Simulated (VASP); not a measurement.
A convergence study with VASP on ZnSe (zinc blende): one setting is varied, all else stays as given below, so the limit is that of these other settings. Each run relaxes cell and ions from the cell shown.

```
CELL_PARAMETERS angstrom
      0.00000     2.83500     2.83500
      2.83500     0.00000     2.83500
      2.83500     2.83500     0.00000
ATOMIC_POSITIONS crystal
  Zn 0.00000 0.00000 0.00000
  Se 0.25000 0.25000 0.25000
```

These are PBE GGA, VASP's PBE PAW potentials (set 64) (plane waves; VASP 6.6.1) values and carry that method's errors. The tightest run used: 550 eV cut-off, 12×12×12 Γ-centred mesh, Gaussian smearing of 0.050 eV, potentials Zn Se.

Gaps are read on the run's mesh, which can miss a band edge.

```json
[
 {"setting": "2×2×2 mesh", "relaxed volume (Å³/atom)": "25.961", "E (eV/atom)": "-2.3461", "gap on the mesh (eV)": "0.613", "irreducible k-points": "3"},
 {"setting": "3×3×3 mesh", "relaxed volume (Å³/atom)": "24.129", "E (eV/atom)": "-2.8845", "gap on the mesh (eV)": "1.016", "irreducible k-points": "4"},
 {"setting": "4×4×4 mesh", "relaxed volume (Å³/atom)": "23.757", "E (eV/atom)": "-2.9846", "gap on the mesh (eV)": "1.106", "irreducible k-points": "8"},
 {"setting": "5×5×5 mesh", "relaxed volume (Å³/atom)": "23.664", "E (eV/atom)": "-3.0076", "gap on the mesh (eV)": "1.130", "irreducible k-points": "10"}
]
```

**Question.** These are the cheaper rows. Estimate the results at 12×12×12 mesh, and how far the last row shown lies from them.

**Answer.** 
```csv
quantity,tightest run,last row shown is off by
relaxed volume (Å³/atom),23.633,0.031
E (eV/atom),-3.0166,0.0090
gap on the mesh (eV),1.140,-0.010
```

Left out are rungs that failed or repeat a setting and relaxations that didn't move; long series are thinned to 24 rows.

The compound is ZnSe in the zinc blende structure.
